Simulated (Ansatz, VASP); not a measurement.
**ScPt: VASP beside Ansatz**

File INCAR:

```
SYSTEM = ScPt
ALGO     = Normal         ! electronic algorithm
EDIFF    = 1E-8           ! SCF threshold, eV
ENCUT    = 520            ! plane-wave cutoff, eV
ISIF     = 2              ! what is computed and relaxed
ISMEAR   = -1             ! smearing method
LASPH    = .TRUE.         ! aspherical terms in the spheres
LCHARG   = .FALSE.        ! write CHGCAR
LEFG     = .TRUE.       
LREAL    = .FALSE.        ! projectors in reciprocal space
LWAVE    = .FALSE.        ! write WAVECAR
NBANDS   = 18             ! bands
NELM     = 80             ! most SCF steps
PREC     = Accurate       ! precision mode
SIGMA    = 0.05           ! smearing width, eV
```

Contents of KPOINTS:

```
k-points
0
G
  10 10 10
  0 0 0
```

POSCAR

```
ScPt
1.0
    3.2700000000      0.0000000000      0.0000000000
    0.0000000000      3.2700000000      0.0000000000
    0.0000000000      0.0000000000      3.3354000000
Sc Pt
1 1
Direct
    0.5000000000      0.5000000000      0.5000000000
    0.0000000000      0.0000000000      0.0000000000
```

Input for Ansatz:

```yaml
crystal:
  lattice:
    - [3.27, 0.0, 0.0]
    - [0.0, 3.27, 0.0]
    - [0.0, 0.0, 3.3354]
  atoms:
    - { symbol: Sc, position: [0.5, 0.5, 0.5] }
    - { symbol: Pt, position: [0.0, 0.0, 0.0] }
kpoints:
  mp_grid: { grid: [10, 10, 10] }
scf:
  occupations: { method: fermi_dirac, width: 0.05 }
hamiltonian:
  xc: lda
  pseudopotentials: { kind: paw }
output:
  forces: true
  stress: true
  eigenvalues: true
  efg: { contact_densities: true }
```

Change from the starting cell: zz strain of +2 %, PAW files.

Alike in both runs: task electric field gradients; functional LDA; k mesh 10 × 10 × 10; occupations fermi-dirac, width 0.05 eV; no spin polarisation.

|  | VASP | Ansatz |
| --- | --- | --- |
| version | VASP 6.6.1 | Ansatz 0.2.0 |
| potentials or method | VASP PAW LDA potentials, release 64 (Sc_sv, Pt) | PAW with Ansatz's default frozen-core files, scalar-relativistic |
| plane-wave cutoff (eV) | 520 | 420 |
| valence electrons in the cell | 21 | 29 |

Ansatz gave:

- pressure (GPa): -8.1
- Vzz of the field gradient on the site that differs most (V/Å²): -11.0

Task: Which values does VASP return?

Result: Pressure (GPa): -7.5; Vzz of the field gradient on the site that differs most (V/Å²): -7.6.

The two sets of potentials don't hold the same shells in valence. Ansatz warned: «gradients_without_spin_orbit».

Spin-orbit coupling is left out, which matters for the levels of Pt.
